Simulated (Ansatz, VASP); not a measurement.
## One calculation of K16S7O (a cell with a defect), two programs

```xyz
24
Lattice="0.0000 7.3910 7.3910 7.3910 0.0000 7.3910 7.3910 7.3910 0.0000" Properties=species:S:1:pos:R:3 pbc="T T T"
K     1.7514    1.7514    1.7514
K     5.6396    5.6396    1.7514
K     5.6396    1.7514    5.6396
K     9.2567    5.5253    5.5253
K     1.7514    5.6396    5.6396
K     5.5253    9.2567    5.5253
K     5.5253    5.5253    9.2567
K     9.2567    9.2567    9.2567
K     5.5253    5.5253    5.5253
K     9.2567    9.2567    5.5253
K     9.2567    5.5253    9.2567
K    13.0306    9.1424    9.1424
K     5.5253    9.2567    9.2567
K     9.1424   13.0306    9.1424
K     9.1424    9.1424   13.0306
K    13.0306   13.0306   13.0306
O     0.0000    0.0000    0.0000
S     3.6955    3.6955    0.0000
S     3.6955    0.0000    3.6955
S     7.3910    3.6955    3.6955
S     0.0000    3.6955    3.6955
S     3.6955    7.3910    3.6955
S     3.6955    3.6955    7.3910
S     7.3910    7.3910    7.3910
```

Alike in both runs: functional PBE; k mesh 2 × 2 × 2; occupations fermi-dirac, width 0.01 eV; no spin polarisation.

Ansatz relaxed the structure, and its values are those at the end. VASP's run is a single point on that final structure, the one shown.

|  | VASP | Ansatz |
| --- | --- | --- |
| version | VASP 6.6.1 | Ansatz 0.2.0 |
| potentials or method | VASP PAW PBE potentials, release 64 (K_sv, O, S) | plane-wave PAW, scalar-relativistic |
| plane-wave cutoff (eV) | 520 | 420 |
| valence electrons in the cell | 192 | 192 |

```tsv
	VASP	Ansatz	Ansatz less VASP
gap on the k mesh at the Fermi level (eV)	1.74	1.74	+0.003
pressure (GPa)	-0.3	-0.3	-0.01
rms of the force components (eV/Å)	0.006	0.002	-0.0043
```

Ansatz warned: «stress_scf_threshold_loose».

Expect the measured gap to be larger: semilocal functionals such as PBE lack the derivative discontinuity.
